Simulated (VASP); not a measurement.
# GeCN2 (R-3m) in VASP: notebook, part 2 of 2

VASP 6.6.1.

## Step 3: Single point, PBEsol (strain -0.050 along x and y, +0.000 along z, atoms carried along)

File INCAR:

```
SYSTEM = GeCN2
ALGO = Fast ; EDIFF = 1E-7
ENCUT = 520 ; GGA = PS
ISIF = 2 ; ISMEAR = 0
LASPH = .TRUE. ; LCHARG = .FALSE.
LREAL = .FALSE. ; LWAVE = .FALSE.
NBANDS = 22 ; NELM = 100
PREC = Accurate ; SIGMA = 0.05
```

File KPOINTS:

```
k-points
0
G
  9 9 9
  0 0 0
```

File POSCAR:

```
GeCN2
1.0
    1.7041008512      0.9838630852      4.9219572124
   -1.7041008512      0.9838630852      4.9219572124
    0.0000000000     -1.9677261704      4.9219572124
Ge C N
1 1 2
Direct
    0.0000000000      0.0000000000      0.0000000000
    0.5000000000      0.5000000000      0.5000000000
    0.4160956000      0.4160956000      0.4160956000
    0.5839044000      0.5839044000      0.5839044000
```

Potentials or basis: VASP PAW PBE potentials, release 64 (Ge_d, C, N).

Launch:

```
cat potpaw_PBE.64/Ge_d/POTCAR potpaw_PBE.64/C/POTCAR potpaw_PBE.64/N/POTCAR > POTCAR
mpirun -np 1 vasp_std > vasp.out
```

Run time: 1.8 min. Hardware: 1 thread of Intel Xeon 6975P-C (Granite Rapids), shared host; peak memory 0.29 GiB.

It converged, with:

```
Free energy            : -30.5985 eV
Pressure               : 2.7 GPa
Band gap on the k mesh : 0.96 eV, indirect (least direct gap 1.60 eV)
```

Stress tensor (GPa, compression positive):
```
3.31 0.00 0.00
0.00 3.31 0.00
0.00 0.00 1.55
```

Levels at points of the mesh, in eV from the valence-band top:
```
           k point  band 11  band 12  band 13  band 14  band 15  band 16  band 17  band 18
(0.00, 0.00, 0.00)    -5.64    -2.45    -2.45    -1.75     2.51     3.20     3.20     4.68
```

Caveat: the standard files for N, O and F lose accuracy on very short bonds; the PAW data sets were made with another functional, which shifts forces and pressure a little; an odd mesh through Γ misses points on the zone boundary, where band edges often lie.

## Step 4: Single point, PBEsol (strain -0.050 along x and y, -0.025 along z, atoms carried along)

File INCAR:

```
SYSTEM = GeCN2
ALGO = Normal
EDIFF = 1E-7
ENCUT = 520
GGA = PS
ISIF = 2
ISMEAR = 0
LASPH = .True.
LCHARG = .True.
LELF = .True.
LREAL = .False.
LVHAR = .True.
LWAVE = .False.
NBANDS = 22
NELM = 100
PREC = Accurate
SIGMA = 0.05
```

File KPOINTS:

```
k-points
0
Gamma
  9 9 9
  0 0 0
```

File POSCAR:

```
GeCN2
1.0
    1.7041008512      0.9838630852      4.7989082821
   -1.7041008512      0.9838630852      4.7989082821
    0.0000000000     -1.9677261704      4.7989082821
Ge C N
1 1 2
Direct
    0.0000000000      0.0000000000      0.0000000000
    0.5000000000      0.5000000000      0.5000000000
    0.4160956000      0.4160956000      0.4160956000
    0.5839044000      0.5839044000      0.5839044000
```

Launch:

```
cat potpaw_PBE.64/Ge_d/POTCAR potpaw_PBE.64/C/POTCAR potpaw_PBE.64/N/POTCAR > POTCAR
mpirun -np 1 vasp_std > vasp.out
```

It took 2.1 min on 1 thread of Intel Xeon 6975P-C (Granite Rapids), shared host; peak memory 0.27 GiB.

The run converged. Its results:

```yaml
Free_energy: -30.4914 eV
Pressure: 12.1 GPa
Largest_force: 2.499 eV/Å
Band_gap_on_the_k_mesh: 0.72 eV, indirect (least direct gap 1.33 eV)
```

Forces on the atoms (eV/Å):
```
Ge   0.000  0.000  0.000
C    0.000  0.000  0.000
N    0.000  0.000 -2.499
N    0.000  0.000  2.499
```

Stress tensor (GPa, compression positive):
```
 4.81  0.00  0.00
 0.00  4.81  0.00
 0.00  0.00 26.60
```

Levels at points of the mesh, in eV from the valence-band top:
```
           k point  band 12  band 13  band 14  band 15  band 16  band 17
(0.00, 0.00, 0.00)    -2.66    -2.66    -1.66     2.37     3.20     3.20
```

Caveat: the standard files for N, O and F lose accuracy on very short bonds; the PAW data sets were made with another functional, which shifts forces and pressure a little; an odd mesh through Γ misses points on the zone boundary, where band edges often lie.

## Step 5: Single point, PBEsol (strain +0.050 along x and y, -0.050 along z, atoms carried along)

File INCAR:

```
SYSTEM = GeCN2
  PREC = Accurate
  ENCUT = 520
  EDIFF = 1E-7
  ISMEAR = 0
  SIGMA = 0.05
  LREAL = .FALSE.
  LASPH = .TRUE.
  NELM = 100
  ALGO = Fast
  ISIF = 2
  LWAVE = .FALSE.
  LCHARG = .FALSE.
  GGA = PS
  NBANDS = 22
```

File KPOINTS:

```
Automatic mesh
0
G
  9 9 9
  0 0 0
```

File POSCAR:

```
GeCN2
1.0
    1.8834798882      1.0874276204      4.6758593518
   -1.8834798882      1.0874276204      4.6758593518
    0.0000000000     -2.1748552409      4.6758593518
Ge C N
1 1 2
Direct
    0.0000000000      0.0000000000      0.0000000000
    0.5000000000      0.5000000000      0.5000000000
    0.4160956000      0.4160956000      0.4160956000
    0.5839044000      0.5839044000      0.5839044000
```

Potentials or basis: VASP PAW PBE potentials, release 64 (Ge_d, C, N).

Launch:

```
cat potpaw_PBE.64/Ge_d/POTCAR potpaw_PBE.64/C/POTCAR potpaw_PBE.64/N/POTCAR > POTCAR
mpirun -np 1 vasp_std > vasp.out
```

OUTCAR:

```text
SYSTEM = GeCN2
   PREC = Accurate
   ENCUT = 520
   EDIFF = 1E-7
   ISMEAR = 0
   LREAL = .FALSE.
   LASPH = .TRUE.
   NELM = 100
   ISIF = 2
   GGA = PS

 ion  position               nearest neighbor table
   1  0.000  0.000  0.000-
   2  0.500  0.500  0.500-   3 1.18   4 1.18
   3  0.416  0.416  0.416-   2 1.18
   4  0.584  0.584  0.584-   2 1.18

  LATTYP: Found a trigonal (rhomboedric) cell.
 ALAT       =     5.1569037219
 COS(alpha) =     0.7332073116

  Lattice vectors:

 A1 = (   1.8834798882,   1.0874276204,   4.6758593518)
 A2 = (  -1.8834798882,   1.0874276204,   4.6758593518)
 A3 = (   0.0000000000,  -2.1748552409,   4.6758593518)

Analysis of symmetry for initial positions (statically):
=====================================================================
 Subroutine PRICEL returns:
 Original cell was already a primitive cell.

 Routine SETGRP: Setting up the symmetry group for a
 trigonal (rhombohedral) supercell.

 Subroutine GETGRP returns: Found 12 space group operations
[... 167 lines left out ...]
  free energy    TOTEN  =       -30.09342592 eV

  energy without entropy =      -30.09342592  energy(sigma->0) =      -30.09342592

 E-fermi :   3.1700     XC(G=0):  -9.5895

 val. band max:        2.8541000871   @ k =  -0.4444  -0.4444   0.2222
 cond. band min:       3.4667759991   @ k =   0.4444   0.4444   0.4444
 fundamental gap:      0.6126759121
 Fermi energy:         3.1699779811

 k-point     1 :       0.0000    0.0000    0.0000
  band No.  band energies     occupation
      1     -21.7786      2.00000
      2     -21.7651      2.00000
      3     -21.7651      2.00000
      4     -21.7561      2.00000
      5     -21.7561      2.00000
      6     -16.5490      2.00000
[... 589 lines left out ...]
     21      13.0648      0.00000
     22      15.1575      0.00000

 [... further k-points ...]

------------------------ aborting loop because EDIFF is reached ----------------------------------------

  FORCE on cell =-STRESS in cart. coord.  units (eV):
  Direction    XX          YY          ZZ          XY          YZ          ZX
  --------------------------------------------------------------------------------------
  -------------------------------------------------------------------------------------
  Total       -2.6053404     -2.6053404     14.0085399     -0.0000000     -0.0000000      0.0000000
  in kB      -72.6442132    -72.6442132    390.5974613     -0.0000000     -0.0000000      0.0000000
  external PRESSURE =      81.7696783 kB  Pullay stress =       0.0000000 kB

 VOLUME and BASIS-vectors are now :
 -----------------------------------------------------------------------------
  energy-cutoff  :      520.00
  volume of cell :       57.46
      direct lattice vectors                 reciprocal lattice vectors
     1.883479888  1.087427620  4.675859352     0.265466068  0.153266906  0.071288144
    -1.883479888  1.087427620  4.675859352    -0.265466068  0.153266906  0.071288144
     0.000000000 -2.174855241  4.675859352     0.000000000 -0.306533812  0.071288144

 POSITION                                       TOTAL-FORCE (eV/Angst)
 -----------------------------------------------------------------------------------
      0.00000      0.00000      0.00000         0.000000      0.000000      0.000000
      0.00000     -0.00000      7.01379        -0.000000      0.000000      0.000000
      0.00000     -0.00000      5.83681         0.000000      0.000000     -6.213959
      0.00000     -0.00000      8.19076         0.000000     -0.000000      6.213959
 -----------------------------------------------------------------------------------
    total drift:                               -0.000000      0.000000     -0.000000

  FREE ENERGIE OF THE ION-ELECTRON SYSTEM (eV)
  ---------------------------------------------------
  free  energy   TOTEN  =       -30.0934259194 eV

  energy  without entropy=      -30.0934259194  energy(sigma->0) =      -30.09342592
```

stdout:

```text
POSCAR found type information on POSCAR GeC N
 POSCAR found :  3 types and       4 ions
 scaLAPACK will be used
 -----------------------------------------------------------------------------
|                                                                             |
|                                                                             |
|     You enforced a specific xc type in the INCAR file but a different       |
|     I HOPE YOU KNOW WHAT YOU ARE DOING!                                     |
|                                                                             |
 -----------------------------------------------------------------------------

 LDA part: xc-table for (Slater+PW92), standard interpolation
 POSCAR, INCAR and KPOINTS ok, starting setup
 FFT: planning ... GRIDC
 FFT: planning ... GRID_SOFT
 FFT: planning ... GRID
 WAVECAR not read
 entering main loop
 num prob  num prob  num prob  num prob  num prob  num prob  num prob WARNING in EDDRMM: call to ZHEGV failed, returncode =   6  3     16
```

It took 2.2 min on 1 thread of Intel Xeon 6975P-C (Granite Rapids), shared host; peak memory 0.3 GiB.

Results:

- Free energy: -30.0934 eV
- Pressure: 8.2 GPa
- Largest force: 6.214 eV/Å
- Band gap on the k mesh: 0.61 eV, indirect (least direct gap 1.57 eV)

Forces in eV/Å, atoms in the order of the input:
```
Ge   0.000  0.000  0.000
C    0.000  0.000  0.000
N    0.000  0.000 -6.214
N    0.000  0.000  6.214
```

Caveat: the standard files for N, O and F lose accuracy on very short bonds; the PAW data sets were made with another functional, which shifts forces and pressure a little; an odd mesh through Γ misses points on the zone boundary, where band edges often lie.

## Step 6: The runs side by side

```tsv
cell	gap on the mesh (eV)	pressure (GPa)	largest force (eV/Å)
strain +0.050 along x and y, +0.000 along z, atoms carried along	0.96	-6.8	0.41
strain -0.050 along x and y, +0.000 along z, atoms carried along	0.96	2.7	-
strain -0.050 along x and y, -0.025 along z, atoms carried along	0.72	12.1	2.50
strain +0.050 along x and y, -0.050 along z, atoms carried along	0.61	8.2	6.21
```

Alike in all rows: task single point; level PBEsol; potentials or basis VASP PAW PBE potentials, release 64 (Ge_d, C, N); no spin polarisation; k mesh 9 × 9 × 9; cutoff (eV) 520; smearing gaussian 0.05 eV.

Caveats: the standard files for N, O and F lose accuracy on very short bonds; the PAW data sets were made with another functional, which shifts forces and pressure a little; an odd mesh through Γ misses points on the zone boundary, where band edges often lie.

Total energies depend on the potentials used, so only differences within one code and one set of settings carry meaning.
